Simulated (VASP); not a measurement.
Output of a VASP run:

### OSZICAR
```
...
DAV:  50    -0.315405802557E+02   -0.72729E-03   -0.13176E-03  6192   0.230E-01    0.490E-01
DAV:  51    -0.315429676759E+02   -0.23874E-02   -0.21059E-02  5984   0.896E-01    0.497E-01
DAV:  52    -0.315447814467E+02   -0.18138E-02   -0.12907E-03  5502   0.173E-01    0.455E-01
DAV:  53    -0.315451973950E+02   -0.41595E-03   -0.13001E-03  6440   0.163E-01    0.469E-01
DAV:  54    -0.315455815001E+02   -0.38411E-03   -0.24508E-03  6456   0.270E-01    0.450E-01
DAV:  55    -0.315458531577E+02   -0.27166E-03   -0.16630E-03  6434   0.211E-01    0.469E-01
DAV:  56    -0.315458122342E+02    0.40923E-04   -0.73406E-04  5972   0.188E-01    0.506E-01
DAV:  57    -0.315460795141E+02   -0.26728E-03   -0.31020E-03  6128   0.357E-01    0.553E-01
DAV:  58    -0.315455588411E+02    0.52067E-03   -0.44279E-03  6448   0.398E-01    0.573E-01
DAV:  59    -0.315458591363E+02   -0.30030E-03   -0.95355E-04  6352   0.151E-01    0.554E-01
DAV:  60    -0.315458794487E+02   -0.20312E-04   -0.46800E-04  5345   0.871E-02    0.553E-01
DAV:  61    -0.315450171833E+02    0.86227E-03   -0.24899E-03  6464   0.281E-01    0.561E-01
DAV:  62    -0.315451678343E+02   -0.15065E-03   -0.69020E-04  6448   0.129E-01    0.516E-01
DAV:  63    -0.315445677732E+02    0.60006E-03   -0.11865E-03  6472   0.200E-01    0.432E-01
DAV:  64    -0.315454259378E+02   -0.85816E-03   -0.52092E-04  6064   0.162E-01    0.386E-01
DAV:  65    -0.315447366585E+02    0.68928E-03   -0.52439E-04  6392   0.159E-01    0.370E-01
DAV:  66    -0.315448125977E+02   -0.75939E-04   -0.15059E-04  5200   0.584E-02    0.335E-01
DAV:  67    -0.315455217609E+02   -0.70916E-03   -0.52550E-04  6385   0.168E-01    0.293E-01
DAV:  68    -0.315457651353E+02   -0.24337E-03   -0.37718E-04  5874   0.102E-01    0.244E-01
DAV:  69    -0.315458797804E+02   -0.11465E-03   -0.18396E-04  4818   0.578E-02    0.214E-01
DAV:  70    -0.315459183705E+02   -0.38590E-04   -0.13638E-04  4666   0.484E-02    0.189E-01
DAV:  71    -0.315460449169E+02   -0.12655E-03   -0.19126E-04  5408   0.708E-02    0.149E-01
DAV:  72    -0.315462041169E+02   -0.15920E-03   -0.32897E-04  6264   0.992E-02    0.119E-01
DAV:  73    -0.315463251511E+02   -0.12103E-03   -0.43031E-04  5768   0.113E-01    0.796E-02
DAV:  74    -0.315464015048E+02   -0.76354E-04   -0.36677E-04  6008   0.972E-02    0.558E-02
DAV:  75    -0.315464516311E+02   -0.50126E-04   -0.21858E-04  5136   0.679E-02    0.383E-02
DAV:  76    -0.315464783517E+02   -0.26721E-04   -0.14500E-04  4384   0.526E-02    0.255E-02
DAV:  77    -0.315464920044E+02   -0.13653E-04   -0.64437E-05  4257   0.342E-02    0.138E-02
DAV:  78    -0.315464971644E+02   -0.51600E-05   -0.32311E-05  3944   0.221E-02    0.113E-02
DAV:  79    -0.315464984730E+02   -0.13086E-05   -0.16620E-05  3342   0.178E-02    0.127E-02
DAV:  80    -0.315465040807E+02   -0.56077E-05   -0.22047E-05  3672   0.239E-02    0.112E-02
DAV:  81    -0.315465073736E+02   -0.32929E-05   -0.16576E-05  3482   0.194E-02    0.104E-02
DAV:  82    -0.315465108083E+02   -0.34346E-05   -0.15317E-05  3500   0.204E-02    0.974E-03
DAV:  83    -0.315465155038E+02   -0.46956E-05   -0.30456E-05  3970   0.306E-02    0.952E-03
DAV:  84    -0.315465179301E+02   -0.24263E-05   -0.11286E-05  3505   0.232E-02    0.839E-03
DAV:  85    -0.315465190993E+02   -0.11692E-05   -0.63688E-06  3363   0.193E-02    0.846E-03
DAV:  86    -0.315465203542E+02   -0.12549E-05   -0.12316E-05  3730   0.258E-02    0.855E-03
DAV:  87    -0.315465215426E+02   -0.11883E-05   -0.90953E-06  3613   0.235E-02    0.665E-03
DAV:  88    -0.315465222853E+02   -0.74271E-06   -0.44139E-06  3288   0.173E-02
   1 F= -.31546522E+02 E0= -.31496559E+02  d E =-.999275E-01  mag=     6.9342
```

OUTCAR:
```
------------------------ aborting loop because EDIFF is reached ----------------------------------------
  FORCE on cell =-STRESS in cart. coord.  units (eV):
  Direction    XX          YY          ZZ          XY          YZ          ZX
  --------------------------------------------------------------------------------------
  Total       -1.5129631     -1.4661792     -1.6062599      0.0000000      0.0000000      0.0000000
  in kB      -25.7713471    -24.9744455    -27.3605363      0.0000000      0.0000000      0.0000000
  external PRESSURE =     -26.0354430 kB  Pullay stress =       0.0000000 kB
  volume of cell :       94.06
      direct lattice vectors                 reciprocal lattice vectors
     1.923000000 -5.384500000  0.000000000     0.260010400 -0.092859133  0.000000000
     1.923000000  5.384500000  0.000000000     0.260010400  0.092859133  0.000000000
     0.000000000  0.000000000  4.542000000     0.000000000  0.000000000  0.220167327
 POSITION                                       TOTAL-FORCE (eV/Angst)
 -----------------------------------------------------------------------------------
      1.92300     -3.97376      1.13550         0.000000      0.662785     -0.000000
      1.92300      3.97376      3.40650         0.000000     -0.662785      0.000000
      1.92300     -0.90460      1.13550         0.000000     -0.313029      0.000000
      1.92300      0.90460      3.40650         0.000000      0.313029      0.000000
 -----------------------------------------------------------------------------------
    total drift:                                0.000000      0.000000     -0.000000
  FREE ENERGIE OF THE ION-ELECTRON SYSTEM (eV)
  ---------------------------------------------------
  free  energy   TOTEN  =       -31.5465222853 eV

  energy  without entropy=      -31.4465947501  energy(sigma->0) =      -31.49655852

 total charge

# of ion       s       p       d       f       tot
--------------------------------------------------
    1        1.988   5.374   0.520   3.221  11.103
    2        1.988   5.374   0.520   3.221  11.103
    3        0.847   0.339   8.124   0.000   9.309
    4        0.847   0.339   8.124   0.000   9.309
--------------------------------------------------
tot          5.670  11.425  17.288   6.441  40.824

 magnetization (x)

# of ion       s       p       d       f       tot
--------------------------------------------------
    1       -0.007  -0.086   0.079   3.103   3.090
    2       -0.007  -0.086   0.079   3.103   3.090
    3       -0.011   0.057  -0.080   0.000  -0.033
    4       -0.011   0.057  -0.080   0.000  -0.033
--------------------------------------------------
tot         -0.036  -0.057  -0.001   6.207   6.112
```
(Selected blocks of OUTCAR.)

POSCAR:
```
NdPt
1
    1.9230000000    -5.3845000000     0.0000000000
    1.9230000000     5.3845000000     0.0000000000
    0.0000000000     0.0000000000     4.5420000000
Nd Pt
2 2
Direct
  0.8690000000   0.1310000000   0.2500000000
  0.1310000000   0.8690000000   0.7500000000
  0.5840000000   0.4160000000   0.2500000000
  0.4160000000   0.5840000000   0.7500000000
```

Problem. Write an INCAR and KPOINTS that could have produced this output.

Solution. One answer among several that fit: the input of the run itself, PBEsol GGA, plane waves, VASP's PBE PAW potentials (set 64).

File KPOINTS:
```
Automatic
0
gamma
5 5 4
0 0 0
```

### INCAR
```
SYSTEM=NdPt
PREC=Accurate; ENCUT=300; LREAL=.FALSE.
LASPH=.TRUE.
EDIFF=1E-6; NELM=100; ALGO=Normal
LMAXMIX=6
ISMEAR=0; SIGMA=0.136
GGA=PS
MAGMOM=2*3.0 2*0.0
ISPIN=2
ISIF=2
LWAVE=.FALSE.; LCHARG=.FALSE.; LORBIT=11
```

POTCAR, in this order: Nd Pt (PBE.64 set). Program: vasp_std.

At this cut-off the stress carries a Pulay error, which pulls relaxed volumes low.

The structure comes from a measured NdPt entry of the Crystallography Open Database, whose conditions weren't checked. The cell was not relaxed at this level. The k-mesh is coarse (spacing up to 0.35 per Å, 2π included), so the numbers may not be converged in it. VASP warned that the highest band is occupied, so more bands are needed.
